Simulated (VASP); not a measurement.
TaN:

```xyz
2
Lattice="0.0000 2.1898 2.1898 2.1898 0.0000 2.1898 2.1898 2.1898 0.0000" Properties=species:S:1:pos:R:3 pbc="T T T"
Ta    2.1898    2.1898    2.1898
N     0.0000    2.1898    2.1898
```

The cell comes from a database or a generator and needn't be the stable form of this composition.

Base run:

| Quantity | Value |
| --- | --- |
| Program | VASP 6.6.1 |
| Functional | r2SCAN |
| Potentials or basis | VASP PAW PBE potentials, release 64 (Ta_pv, N) |
| Cutoff | 520 eV |
| k mesh | 16 × 16 × 16 |
| Occupations | gaussian, width 0.1 eV |
| Spin | no spin polarisation |

Its results: band gap on the k mesh none (metal or under the smearing width); pressure 6.2 GPa.

Question: The run is repeated on the same cell with these changes: functional from r2SCAN to PBEsol; occupations from gaussian, width 0.1 eV to gaussian, width 0.5 eV. What comes out?

Answer: Band gap on the k mesh none (metal or under the smearing width); pressure 0.5 GPa.

Caveats: the PAW data sets were made with another functional, which shifts forces and pressure a little.
